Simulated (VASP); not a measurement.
An input for Ansatz (written as the equivalent of a VASP run, and not itself run):

Ansatz 0.2 input:
```yaml
crystal:
  lattice:
    - [0.0000000, 4.4213490, 4.4213490]
    - [4.4213490, 0.0000000, 4.4213490]
    - [4.4213490, 4.4213490, 0.0000000]
  atoms:
    - { symbol: Rb, position: [0.7500000, 0.7500000, 0.7500000] }
    - { symbol: Rb, position: [0.2500000, 0.2500000, 0.2500000] }
    - { symbol: Rb, position: [0.5000000, 0.5000000, 0.5000000] }
    - { symbol: Bi, position: [0.0000000, 0.0000000, 0.0000000] }
kpoints:
  mp_grid: { grid: [9, 9, 9] }
hamiltonian:
  xc: lda
  pseudopotentials: { kind: paw }
scf:
  occupations: { method: fermi_dirac, width: 0.1 }
  max_iter: 100
output: { forces: true, stress: true, eigenvalues: true }
```

Q: Translate this input to VASP (INCAR, KPOINTS, POSCAR, choice of POTCAR).

A: This is not unique; one that fits is 
**INCAR**
```
# general
SYSTEM  = Rb3Bi
PREC    = Accurate
ENCUT   = 300
LREAL   = .FALSE.   # projection in real space or not
LASPH   = .TRUE.   # aspherical one-centre terms

# electronic loop
EDIFF   = 1E-6
NELM    = 100   # most electronic steps
ALGO    = Normal
LMAXMIX = 4

# smearing
ISMEAR  = -1   # Fermi-Dirac
SIGMA   = 0.1   # width (eV)

# ions
ISIF    = 2   # forces and stress, cell fixed

# output
LWAVE   = .FALSE.
LCHARG  = .FALSE.
```

### KPOINTS
```
Automatic mesh
0
Gamma
  9 9 9
0 0 0
```

File POSCAR:
```
Rb3Bi
1
    0.0000000000     4.4213490000     4.4213490000
    4.4213490000     0.0000000000     4.4213490000
    4.4213490000     4.4213490000     0.0000000000
Rb Bi
3 1
Direct
  0.7500000000   0.7500000000   0.7500000000
  0.2500000000   0.2500000000   0.2500000000
  0.5000000000   0.5000000000   0.5000000000
  0.0000000000   0.0000000000   0.0000000000
```

POTCAR, in this order: Rb_sv Bi_d (LDA.64 set). Program: vasp_std.

What does not carry over: each code has its own PAW files, so the cut-off isn't converted (ENCUT is set for VASP's; basis.ecutwfc is left out, and Ansatz then takes the one that its files recommend); Ansatz stops its SCF on the density residual and VASP on the energy change (EDIFF); Ansatz's lda is the Perdew-Wang form, while the LDA potentials of VASP carry Perdew-Zunger's.

The structure comes from a computed database's Rb3Bi entry; how it stands against other phases isn't given here. The cell was not relaxed at this level.
